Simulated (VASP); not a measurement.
Output of a VASP run:

**OSZICAR**
```
...
DAV:   5    -0.259253783428E+02    0.97665E-06   -0.19537E-05  1586   0.282E-02    0.123E-02
DAV:   6    -0.259253791008E+02   -0.75803E-06   -0.16679E-06   822   0.856E-03
   8 F= -.25925379E+02 E0= -.25925379E+02  d E =-.993711E-03
       N       E                     dE             d eps       ncg     rms          rms(c)
DAV:   1    -0.259255274314E+02   -0.14909E-03   -0.13732E-01  1379   0.179E+00    0.112E-01
DAV:   2    -0.259254554855E+02    0.71946E-04   -0.15900E-03  1586   0.248E-01    0.435E-02
DAV:   3    -0.259254291272E+02    0.26358E-04   -0.65680E-05  1573   0.507E-02    0.327E-02
DAV:   4    -0.259254206751E+02    0.84521E-05   -0.13075E-05  1552   0.177E-02    0.108E-02
DAV:   5    -0.259254193514E+02    0.13237E-05   -0.14533E-06   778   0.797E-03    0.340E-03
DAV:   6    -0.259254191230E+02    0.22846E-06   -0.24632E-07   736   0.334E-03
   9 F= -.25925419E+02 E0= -.25925419E+02  d E =-.103373E-02
       N       E                     dE             d eps       ncg     rms          rms(c)
DAV:   1    -0.259255624736E+02   -0.14312E-03   -0.44622E-01  1379   0.316E+00    0.141E-01
DAV:   2    -0.259258064686E+02   -0.24400E-03   -0.44354E-03  1605   0.348E-01    0.637E-02
DAV:   3    -0.259257669894E+02    0.39479E-04   -0.77963E-05  1582   0.510E-02    0.466E-02
DAV:   4    -0.259257453793E+02    0.21610E-04   -0.58973E-05  1568   0.401E-02    0.180E-02
DAV:   5    -0.259257449668E+02    0.41245E-06   -0.86614E-06  1462   0.169E-02
  10 F= -.25925745E+02 E0= -.25925745E+02  d E =-.325844E-03
       N       E                     dE             d eps       ncg     rms          rms(c)
DAV:   1    -0.259252572273E+02    0.48815E-03   -0.17239E+00  1379   0.622E+00    0.278E-01
DAV:   2    -0.259261964084E+02   -0.93918E-03   -0.17177E-02  1605   0.689E-01    0.125E-01
DAV:   3    -0.259260445241E+02    0.15188E-03   -0.30206E-04  1582   0.100E-01    0.912E-02
DAV:   4    -0.259259634020E+02    0.81122E-04   -0.22909E-04  1560   0.791E-02    0.353E-02
DAV:   5    -0.259259631829E+02    0.21906E-06   -0.33472E-05  1520   0.333E-02    0.119E-02
DAV:   6    -0.259259621532E+02    0.10297E-05   -0.13717E-06  1015   0.903E-03    0.751E-03
DAV:   7    -0.259259616864E+02    0.46679E-06   -0.87529E-07   793   0.537E-03
  11 F= -.25925962E+02 E0= -.25925962E+02  d E =-.542563E-03
       N       E                     dE             d eps       ncg     rms          rms(c)
DAV:   1    -0.259259573983E+02    0.47549E-05   -0.17962E-02  1376   0.634E-01    0.291E-02
DAV:   2    -0.259259667398E+02   -0.93415E-05   -0.17933E-04  1602   0.693E-02    0.122E-02
DAV:   3    -0.259259652238E+02    0.15160E-05   -0.31129E-06  1164   0.104E-02    0.877E-03
DAV:   4    -0.259259647532E+02    0.47062E-06   -0.23646E-06  1031   0.803E-03
  12 F= -.25925965E+02 E0= -.25925965E+02  d E =-.545630E-03
       N       E                     dE             d eps       ncg     rms          rms(c)
DAV:   1    -0.259261392852E+02   -0.17406E-03   -0.52549E-02  1376   0.108E+00    0.818E-02
DAV:   2    -0.259261051497E+02    0.34135E-04   -0.58487E-04  1586   0.145E-01    0.343E-02
DAV:   3    -0.259260774557E+02    0.27694E-04   -0.33036E-05  1537   0.338E-02    0.187E-02
DAV:   4    -0.259260691583E+02    0.82975E-05   -0.13776E-05  1560   0.238E-02    0.539E-03
DAV:   5    -0.259260690460E+02    0.11227E-06   -0.23821E-06   946   0.105E-02
  13 F= -.25926069E+02 E0= -.25926069E+02  d E =-.104293E-03
```

OUTCAR:
```
------------------------ aborting loop because EDIFF is reached ----------------------------------------
  FORCE on cell =-STRESS in cart. coord.  units (eV):
  Direction    XX          YY          ZZ          XY          YZ          ZX
  --------------------------------------------------------------------------------------
  Total       -0.0011262      0.0110867     -0.0336028      0.0105767      0.0000000      0.0000000
  in kB       -0.0085603      0.0842676     -0.2554073      0.0803913      0.0000000      0.0000000
  external PRESSURE =      -0.0599000 kB  Pullay stress =       0.0000000 kB
  volume of cell :      210.79
      direct lattice vectors                 reciprocal lattice vectors
     4.224116624 -7.293313687  0.000000000     0.118554864 -0.068447684  0.000000000
     2.102068807  3.640889897  0.000000000     0.237485295  0.137545925  0.000000000
     0.000000000  0.000000000  6.863806988     0.000000000  0.000000000  0.145691742
 POSITION                                       TOTAL-FORCE (eV/Angst)
 -----------------------------------------------------------------------------------
      2.17215     -1.25410      3.37087         0.005050     -0.002916     -0.010618
      2.04198      1.24832      6.80277        -0.005050      0.002916     -0.010618
      4.16216     -4.83028      3.49969        -0.011411      0.006588      0.002575
      4.27608     -2.46879      0.06778         0.011411     -0.006588      0.002575
      2.14547     -1.23869      5.99816         0.000911     -0.000526      0.006436
      2.06866      1.23292      2.56625        -0.000911      0.000526      0.006436
      4.18654     -4.84436      6.03421        -0.004207      0.002429      0.001607
      4.25170     -2.45471      2.60231         0.004207     -0.002429      0.001607
 -----------------------------------------------------------------------------------
    total drift:                                0.007884     -0.012965     -0.000284
  FREE ENERGIE OF THE ION-ELECTRON SYSTEM (eV)
  ---------------------------------------------------
  free  energy   TOTEN  =       -25.9260690460 eV

  energy  without entropy=      -25.9260690460  energy(sigma->0) =      -25.92606905

 reached required accuracy - stopping structural energy minimisation
```
(Selected blocks of OUTCAR.)

**POSCAR**
```
Cd4S2Se2
1
    4.2284209037    -7.3080362806     0.0000000000
    2.1073678098     3.6500680380     0.0000000000
    0.0000000000     0.0000000000     6.8482533477
Cd Se S
4 2 2
Direct
  0.3443510841   0.3443500841   0.4947890014
  0.1556499159   0.6556499159   0.9947890014
  0.8225377503   0.3225377503   0.5053746288
  0.6774612497   0.6774622497   0.0053746288
  0.3382845044   0.3382835044   0.8778063306
  0.1617164956   0.6617164956   0.3778063306
  0.8282587780   0.3282587780   0.8760300393
  0.6717402220   0.6717412220   0.3760300393
```

Q: Write an INCAR and KPOINTS that could have produced this output.

A: Several could match; the one computed here: the input of the run itself, PBEsol GGA, plane waves, VASP's PBE PAW potentials (set 64).

File KPOINTS:
```
Automatic mesh
0
Gamma
3 6 3
0 0 0
```

**INCAR**
```
ALGO = Normal
EDIFF = 1E-6
EDIFFG = -0.02
ENCUT = 400
GGA = PS
IBRION = 2
ISIF = 3
ISMEAR = 0
LASPH = T
LCHARG = F
LMAXMIX = 4
LREAL = F
LWAVE = F
NELM = 100
NSW = 60
PREC = Accurate
SIGMA = 0.05
SYSTEM = Cd4S2Se2
```

POTCAR, in this order: Cd Se S (PBE.64 set). Program: vasp_std.

The structure was generated: Cd4S2Se2 was put into an ordered model structure (Pmn2_1), which need not be its known phase. This run relaxes it. Symmetry was kept, so distortions that lower it aren't found. The start is the result of an earlier pass.
